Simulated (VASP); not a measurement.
Consider the following.

```xyz
2
Lattice="2.9520 0.0000 0.0000 0.0000 2.9520 0.0000 0.0000 0.0000 2.9520" Properties=species:S:1:pos:R:3 pbc="T T T"
Ag     0.0000     0.0000     0.0000
F      1.4760     1.4760     1.4760
```

Method: PBEsol GGA, VASP's PBE PAW potentials (set 64) (plane waves; VASP). Settings: 520 eV cut-off, Gaussian smearing of 0.050 eV, potentials Ag F.

Question: Give the energies of bands 2 to 10 at the high-symmetry points, in eV from the Fermi level.

Answer: 
| band | Γ | X | M | R |
|---|---|---|---|---|
| 2 | -2.94 | -5.72 | -4.21 | -5.15 |
| 3 | -2.94 | -3.44 | -4.21 | -5.15 |
| 4 | -2.73 | -3.44 | -2.42 | -5.15 |
| 5 | -2.73 | -2.70 | -2.39 | -0.20 |
| 6 | -2.73 | -0.71 | -2.11 | -0.20 |
| 7 | -0.79 | -0.69 | -1.37 | 0.04 |
| 8 | -0.79 | -0.20 | -1.37 | 0.04 |
| 9 | -0.79 | -0.20 | -0.24 | 0.04 |
| 10 | -0.72 | 5.17 | 6.76 | 8.27 |

It has no gap at this level: it comes out as a metal or semimetal.

The structure was generated: AgF was put into the CsCl type type (Pm-3m), which need not be its known phase. It was relaxed first, which changed the volume by +42 %.
